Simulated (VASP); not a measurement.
Given:

```
SrZn2As2
1.0
    4.18612     0.00000     0.00000
   -2.09306     3.62529     0.00000
    0.00000     0.00000     7.17967
Sr Zn As
1 2 2
Direct
  0.00000   0.00000   0.00000
  0.66667   0.33333   0.37082
  0.33333   0.66667   0.62918
  0.66667   0.33333   0.73017
  0.33333   0.66667   0.26983
```

Level of theory: PBEsol GGA, VASP's PBE PAW potentials (set 64) (plane waves; VASP 6.6.1). Run with 400 eV cut-off, Gaussian smearing of 0.050 eV, potentials Sr_sv Zn As.

Problem. Give the energies of bands 15 to 25 at the high-symmetry points, in eV from the valence-band maximum.

Solution. 
| band | Γ | M | K | A | L | H |
|---|---|---|---|---|---|---|
| 15 | -7.04 | -7.05 | -6.93 | -7.05 | -7.05 | -6.94 |
| 16 | -7.04 | -6.96 | -6.93 | -7.05 | -6.97 | -6.94 |
| 17 | -5.28 | -5.68 | -5.13 | -4.21 | -5.44 | -5.15 |
| 18 | -1.39 | -4.65 | -5.13 | -2.25 | -5.20 | -5.15 |
| 19 | -1.39 | -2.82 | -4.31 | -0.91 | -2.83 | -3.86 |
| 20 | -0.10 | -2.40 | -2.30 | -0.91 | -2.67 | -2.88 |
| 21 | 0.00 | -2.29 | -2.30 | -0.77 | -1.10 | -2.01 |
| 22 | 0.00 | -1.53 | -2.15 | -0.77 | -1.09 | -2.01 |
| 23 | 0.31 | 0.58 | 3.05 | 0.34 | 0.91 | 1.95 |
| 24 | 0.79 | 2.71 | 3.16 | 1.65 | 1.45 | 1.95 |
| 25 | 1.98 | 2.77 | 3.16 | 2.82 | 2.12 | 4.35 |

The gap is direct, 0.31 eV, from the valence maximum at Γ to the conduction minimum at Γ.

The structure comes from a computed database's SrZn2As2 entry (P-3m1); how it stands against other phases isn't given here. It was relaxed first.
